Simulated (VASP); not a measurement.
Output of a VASP run:

File OSZICAR:
```
       N       E                     dE             d eps       ncg     rms          rms(c)
DAV:   1     0.121961148946E+02    0.12196E+02   -0.32254E+03    72   0.704E+02
DAV:   2    -0.150491607139E+02   -0.27245E+02   -0.25493E+02    88   0.145E+02
DAV:   3    -0.155037902614E+02   -0.45463E+00   -0.45263E+00    86   0.214E+01
DAV:   4    -0.155103552100E+02   -0.65649E-02   -0.63796E-02    75   0.218E+00
DAV:   5    -0.155105189401E+02   -0.16373E-03   -0.16367E-03    93   0.335E-01    0.122E+01
DAV:   6    -0.145630111319E+02    0.94751E+00   -0.36744E+01    80   0.865E+01    0.983E+00
DAV:   7    -0.136110545671E+02    0.95196E+00   -0.16069E+01    80   0.447E+01    0.283E+00
DAV:   8    -0.135174114041E+02    0.93643E-01   -0.36850E-01    83   0.804E+00    0.108E+00
DAV:   9    -0.135074868512E+02    0.99246E-02   -0.38318E-02    90   0.224E+00    0.283E-01
DAV:  10    -0.135072600940E+02    0.22676E-03   -0.10597E-03    93   0.469E-01    0.192E-01
DAV:  11    -0.135072388606E+02    0.21233E-04   -0.11260E-04    74   0.172E-01    0.835E-03
DAV:  12    -0.135072383878E+02    0.47288E-06   -0.61804E-06    79   0.344E-02
   1 F= -.13507238E+02 E0= -.13492232E+02  d E =-.300137E-01
```

File OUTCAR:
```
------------------------ aborting loop because EDIFF is reached ----------------------------------------
  FORCE on cell =-STRESS in cart. coord.  units (eV):
  Direction    XX          YY          ZZ          XY          YZ          ZX
  --------------------------------------------------------------------------------------
  Total       -2.0649312     -2.0649312     -2.0649312     -0.0000000      0.0000000     -0.0000000
  in kB     -130.1925535   -130.1925535   -130.1925535     -0.0000000      0.0000000     -0.0000000
  external PRESSURE =    -130.1925535 kB  Pullay stress =       0.0000000 kB
  volume of cell :       25.41
      direct lattice vectors                 reciprocal lattice vectors
     2.939973000  0.000000000  0.000000000     0.340139178  0.000000000  0.000000000
     0.000000000  2.939973000  0.000000000     0.000000000  0.340139178  0.000000000
     0.000000000  0.000000000  2.939973000     0.000000000  0.000000000  0.340139178
 POSITION                                       TOTAL-FORCE (eV/Angst)
 -----------------------------------------------------------------------------------
      1.46999      1.46999      1.46999         0.000000      0.000000      0.000000
      0.00000      0.00000      0.00000         0.000000      0.000000      0.000000
 -----------------------------------------------------------------------------------
    total drift:                                0.000000      0.000000     -0.000000
  FREE ENERGIE OF THE ION-ELECTRON SYSTEM (eV)
  ---------------------------------------------------
  free  energy   TOTEN  =       -13.5072383878 eV

  energy  without entropy=      -13.4772246846  energy(sigma->0) =      -13.49223154
```
(Selected blocks of OUTCAR.)

### POSCAR
```
FeAl
1
    2.9399730000     0.0000000000     0.0000000000
    0.0000000000     2.9399730000     0.0000000000
    0.0000000000     0.0000000000     2.9399730000
Al Fe
1 1
Direct
  0.5000000000   0.5000000000   0.5000000000
  0.0000000000   0.0000000000   0.0000000000
```

Task: Reconstruct the remaining input files.

Result: One answer among several that fit: the input of the run itself, PBEsol GGA, plane waves, VASP's PBE PAW potentials (set 64).

**INCAR**
```
! general
SYSTEM =FeAl
PREC   =Accurate
ENCUT  =300
LREAL  =F
LASPH  =T

! electronic loop
EDIFF  =1E-6
NELM   =100
ALGO   =Normal
LMAXMIX=4

! smearing
ISMEAR =-1
SIGMA  =0.05

! functional
GGA    =PS

! ions
ISIF   =2

! output
LWAVE  =F
LCHARG =F
```

### KPOINTS
```
Automatic mesh
0
Gamma
2 2 2
0 0 0
```

POTCAR, in this order: Al Fe (PBE.64 set). Program: vasp_std.

At this cut-off the stress carries a Pulay error, which pulls relaxed volumes low.

The structure is a typed FeAl crystal. The cell was not relaxed at this level. The k-mesh is coarse (spacing up to 1.07 per Å, 2π included), so the numbers may not be converged in it. The run is one of a series of settings (KPOINTS 2×2×2 Γ-centred mesh against the base run), some of them coarse on purpose. The run is not spin-polarised, so no magnetic state was tried. The electron count is odd and the run is not spin-polarised, which forces a metal.
